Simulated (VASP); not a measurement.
BN: relaxation of cell and atoms with r2SCAN

The system is BN.

```
CELL_PARAMETERS angstrom
0.00000 1.80750 1.80750
1.80750 0.00000 1.80750
1.80750 1.80750 0.00000
ATOMIC_POSITIONS crystal
B 0.00000 0.00000 0.00000
N 0.25000 0.25000 0.25000
```

```
Program                : VASP 6.6.1
Task                   : relaxation of cell and atoms
Functional             : r2SCAN
Potentials or basis    : VASP PAW PBE potentials, release 64 (B, N)
Cutoff                 : 520 eV
k mesh                 : 14 × 14 × 14
Occupations            : gaussian, width 0.02 eV
Spin                   : no spin polarisation
Further INCAR settings : ALGO = Normal; EDIFF = 1e-07; IBRION = 2; EDIFFG = -0.002; NSW = 80; ISIF = 3
```

| Property | Result |
| --- | --- |
| Relaxed volume | 5.90 Å³/atom |
| Relaxed cell | a = 2.555 Å, b = 2.555 Å, c = 2.555 Å, α = 60.00°, β = 60.00°, γ = 60.00° |
| Space group after relaxing (to 0.05 Å) | F-43m (No. 216) |
| Energy gained by relaxing | 0.0 meV/atom |
| Ionic steps | 3 |
| Pressure after relaxing | 0.0 GPa |
| Band gap on the k mesh | 4.98 eV, indirect (least direct gap 9.53 eV) |

Final structure:
```xyz
2
Lattice="0.0000 1.8066 1.8066 1.8066 0.0000 1.8066 1.8066 1.8066 0.0000" Properties=species:S:1:pos:R:3 pbc="T T T"
B     0.0000    0.0000    0.0000
N     0.9033    0.9033    0.9033
```

Levels at points of the mesh, in eV from the valence-band top:
```csv
k point,band 1,band 2,band 3,band 4,band 5,band 6,band 7,band 8
"(0.00, 0.00, 0.00)",-21.31,0.00,0.00,0.00,9.53,9.53,9.53,11.09
"(0.50, 0.00, 0.00)",-17.01,-11.10,-2.02,-2.02,10.81,11.48,11.48,16.42
"(0.50, 0.50, 0.00)",-15.58,-9.33,-5.11,-5.11,4.98,9.82,19.28,19.28
```

Run time: 53 s on 1 thread of Intel(R) Xeon(R) 6975P-C (Granite Rapids), with other jobs on the host, peak memory 0.12 GiB.

Caveat: the PAW data sets were made with another functional, which shifts forces and pressure a little. r2SCAN opens gaps a little over a GGA but as a rule still falls short of measured ones.
